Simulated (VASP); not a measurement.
Output of a VASP run:

File OSZICAR:
```
...
RMM:   4    -0.443334667726E+03    0.19131E-05   -0.15426E-05   217   0.882E-03
   9 F= -.44333467E+03 E0= -.44329999E+03  d E =-.430061E-02
       N       E                     dE             d eps       ncg     rms          rms(c)
DAV:   1    -0.443335793561E+03   -0.11239E-02   -0.30176E-01   368   0.141E+00    0.102E-01
RMM:   2    -0.443336194523E+03   -0.40096E-03   -0.52680E-03   360   0.163E-01    0.484E-02
RMM:   3    -0.443336238091E+03   -0.43569E-04   -0.86878E-04   393   0.610E-02    0.346E-02
RMM:   4    -0.443336216299E+03    0.21793E-04   -0.15384E-04   362   0.274E-02    0.114E-02
RMM:   5    -0.443336216996E+03   -0.69742E-06   -0.31691E-05   241   0.124E-02
  10 F= -.44333622E+03 E0= -.44330155E+03  d E =-.154927E-02
       N       E                     dE             d eps       ncg     rms          rms(c)
DAV:   1    -0.443336231079E+03   -0.14781E-04   -0.14488E-02   432   0.308E-01    0.234E-02
RMM:   2    -0.443336254000E+03   -0.22921E-04   -0.28117E-04   360   0.379E-02    0.117E-02
RMM:   3    -0.443336256274E+03   -0.22743E-05   -0.43522E-05   271   0.142E-02    0.826E-03
RMM:   4    -0.443336255405E+03    0.86958E-06   -0.91796E-06   215   0.671E-03
  11 F= -.44333626E+03 E0= -.44330160E+03  d E =-.158768E-02
       N       E                     dE             d eps       ncg     rms          rms(c)
DAV:   1    -0.443336463831E+03   -0.20756E-03   -0.18012E-01   368   0.109E+00    0.752E-02
RMM:   2    -0.443336695847E+03   -0.23202E-03   -0.29535E-03   360   0.122E-01    0.336E-02
RMM:   3    -0.443336724290E+03   -0.28444E-04   -0.50210E-04   392   0.464E-02    0.238E-02
RMM:   4    -0.443336714052E+03    0.10239E-04   -0.71788E-05   353   0.192E-02    0.905E-03
RMM:   5    -0.443336714798E+03   -0.74636E-06   -0.21365E-05   226   0.989E-03
  12 F= -.44333671E+03 E0= -.44330211E+03  d E =-.459393E-03
       N       E                     dE             d eps       ncg     rms          rms(c)
DAV:   1    -0.443336719808E+03   -0.57560E-05   -0.21680E-03   424   0.120E-01    0.789E-03
RMM:   2    -0.443336721945E+03   -0.21375E-05   -0.31777E-05   249   0.125E-02    0.359E-03
RMM:   3    -0.443336721971E+03   -0.25479E-07   -0.40369E-06   201   0.475E-03    0.225E-03
RMM:   4    -0.443336721807E+03    0.16358E-06   -0.61577E-07   128   0.209E-03
  13 F= -.44333672E+03 E0= -.44330211E+03  d E =-.466402E-03
       N       E                     dE             d eps       ncg     rms          rms(c)
DAV:   1    -0.443336762829E+03   -0.40858E-04   -0.91899E-02   368   0.783E-01    0.582E-02
RMM:   2    -0.443336897118E+03   -0.13429E-03   -0.16657E-03   360   0.917E-02    0.264E-02
RMM:   3    -0.443336912039E+03   -0.14921E-04   -0.27493E-04   398   0.341E-02    0.184E-02
RMM:   4    -0.443336905555E+03    0.64844E-05   -0.41671E-05   280   0.146E-02
  14 F= -.44333691E+03 E0= -.44330224E+03  d E =-.183747E-03
       N       E                     dE             d eps       ncg     rms          rms(c)
DAV:   1    -0.443336923424E+03   -0.11385E-04   -0.56769E-03   384   0.195E-01    0.138E-02
RMM:   2    -0.443336931026E+03   -0.76027E-05   -0.96758E-05   353   0.220E-02    0.588E-03
RMM:   3    -0.443336931408E+03   -0.38174E-06   -0.12277E-05   214   0.779E-03    0.374E-03
RMM:   4    -0.443336931130E+03    0.27828E-06   -0.22305E-06   206   0.328E-03
  15 F= -.44333693E+03 E0= -.44330228E+03  d E =-.209323E-03
```

### OUTCAR
```
------------------------ aborting loop because EDIFF is reached ----------------------------------------
  FORCE on cell =-STRESS in cart. coord.  units (eV):
  Direction    XX          YY          ZZ          XY          YZ          ZX
  --------------------------------------------------------------------------------------
  Total      -37.1081462    -36.6940008    -43.0916597     -0.0334902      0.0116825     -0.0017912
  in kB      -68.5993974    -67.8337941    -79.6607266     -0.0619111      0.0215967     -0.0033113
  external PRESSURE =     -72.0313061 kB  Pullay stress =       0.0000000 kB
  volume of cell :      866.68
      direct lattice vectors                 reciprocal lattice vectors
     4.868317893 -8.432173817  0.000000000     0.102704879 -0.059296690  0.000000000
     4.868317893  8.432173817  0.000000000     0.102704879  0.059296690  0.000000000
     0.000000000  0.000000000 10.556283981     0.000000000  0.000000000  0.094730305
  FREE ENERGIE OF THE ION-ELECTRON SYSTEM (eV)
  ---------------------------------------------------
  free  energy   TOTEN  =      -443.3369311297 eV

  energy  without entropy=     -443.2676303780  energy(sigma->0) =     -443.30228075

 reached required accuracy - stopping structural energy minimisation
```
(Selected blocks of OUTCAR.)

File POSCAR:
```
Ga35GeN36
1
    4.8683178927    -8.4321738171     0.0000000000
    4.8683178927     8.4321738171     0.0000000000
    0.0000000000     0.0000000000    10.5562839806
Ga N Ge
35 36 1
Direct
  0.2222220000   0.1111110000   0.2500000000
  0.1111110000   0.2222220000   0.0000000000
  0.2222220000   0.1111110000   0.7500000000
  0.1075820000   0.2211740000   0.4992540000
  0.2161800000   0.4414330000   0.2457970000
  0.1111110000   0.5555560000   0.0000000000
  0.2260990000   0.4435850000   0.7485860000
  0.1102450000   0.5540330000   0.5045960000
  0.2222220000   0.7777780000   0.2500000000
  0.1111110000   0.8888890000   0.0000000000
  0.2222220000   0.7777780000   0.7500000000
  0.1111110000   0.8888890000   0.5000000000
  0.5555560000   0.1111110000   0.2500000000
  0.4444440000   0.2222220000   0.0000000000
  0.5555560000   0.1111110000   0.7500000000
  0.4461440000   0.2185300000   0.4976840000
  0.5575120000   0.4476160000   0.2539430000
  0.4444440000   0.5555560000   0.0000000000
  0.5498240000   0.4400290000   0.7534860000
  0.5602940000   0.7819460000   0.2489580000
  0.4444440000   0.8888890000   0.0000000000
  0.5493940000   0.7740510000   0.7528080000
  0.4446970000   0.8860930000   0.4977150000
  0.8888890000   0.1111110000   0.2500000000
  0.7777780000   0.2222220000   0.0000000000
  0.8888890000   0.1111110000   0.7500000000
  0.7777780000   0.2222220000   0.5000000000
  0.8888890000   0.4444440000   0.2500000000
  0.7777780000   0.5555560000   0.0000000000
  0.8888890000   0.4444440000   0.7500000000
  0.7758290000   0.5530480000   0.4974090000
  0.8888890000   0.7777780000   0.2500000000
  0.7777780000   0.8888890000   0.0000000000
  0.8888890000   0.7777780000   0.7500000000
  0.7772860000   0.8904000000   0.5000870000
  0.2222220000   0.1111110000   0.4385000000
  0.1111110000   0.2222220000   0.1885000000
  0.2222220000   0.1111110000   0.9385000000
  0.1111110000   0.2222220000   0.6885000000
  0.2230530000   0.4445900000   0.4340300000
  0.1111110000   0.5555560000   0.1885000000
  0.2222220000   0.4444440000   0.9385000000
  0.1111110000   0.5555560000   0.6885000000
  0.2222220000   0.7777780000   0.4385000000
  0.1111110000   0.8888890000   0.1885000000
  0.2222220000   0.7777780000   0.9385000000
  0.1111110000   0.8888890000   0.6885000000
  0.5555560000   0.1111110000   0.4385000000
  0.4444440000   0.2222220000   0.1885000000
  0.5555560000   0.1111110000   0.9385000000
  0.4444440000   0.2222220000   0.6885000000
  0.5519610000   0.4441200000   0.4357410000
  0.4444440000   0.5555560000   0.1885000000
  0.5555560000   0.4444440000   0.9385000000
  0.4470490000   0.5578830000   0.6904340000
  0.5553230000   0.7724720000   0.4391340000
  0.4444440000   0.8888890000   0.1885000000
  0.5555560000   0.7777780000   0.9385000000
  0.4444440000   0.8888890000   0.6885000000
  0.8888890000   0.1111110000   0.4385000000
  0.7777780000   0.2222220000   0.1885000000
  0.8888890000   0.1111110000   0.9385000000
  0.7777780000   0.2222220000   0.6885000000
  0.8888890000   0.4444440000   0.4385000000
  0.7777780000   0.5555560000   0.1885000000
  0.8888890000   0.4444440000   0.9385000000
  0.7777780000   0.5555560000   0.6885000000
  0.8888890000   0.7777780000   0.4385000000
  0.7777780000   0.8888890000   0.1885000000
  0.8888890000   0.7777780000   0.9385000000
  0.7777780000   0.8888890000   0.6885000000
  0.4397140000   0.5552520000   0.4992920000
```

### Question
Reconstruct the remaining input files.

### Answer
This is not unique; one that fits is the input of the run itself, PBE GGA, plane waves, VASP's PBE PAW potentials (set 64).

**KPOINTS**
```
Regular mesh
0
G
  1 1 1
0 0 0
```

**INCAR**
```
SYSTEM = Ga35GeN36
PREC = Normal
ENCUT = 400
EDIFF = 1E-5
NELM = 100
ALGO = Fast
LREAL = Auto
LASPH = .TRUE.
ISMEAR = 0
SIGMA = 0.05
GGA = PE
LMAXMIX = 4
LWAVE = .FALSE.
LCHARG = .FALSE.
NELMIN = 4
ISYM = 0
NELECT = 286.0
IBRION = 2
ISIF = 2
NSW = 60
EDIFFG = -0.03
```

POTCAR, in this order: Ga N Ge (PBE.64 set). Program: vasp_gam.

At this cut-off the stress carries a Pulay error, which pulls relaxed volumes low. The cell is charged, with a uniform compensating background. The supercell is sampled at Γ alone, which is coarse: total energies, pressure and levels can be off, energies of defects by several tenths of an eV.

The cell is a supercell with a defect, built from GaN (wurtzite): Ge_Ga, charge +3. The run is not spin-polarised, so no state with unpaired spins was tried.
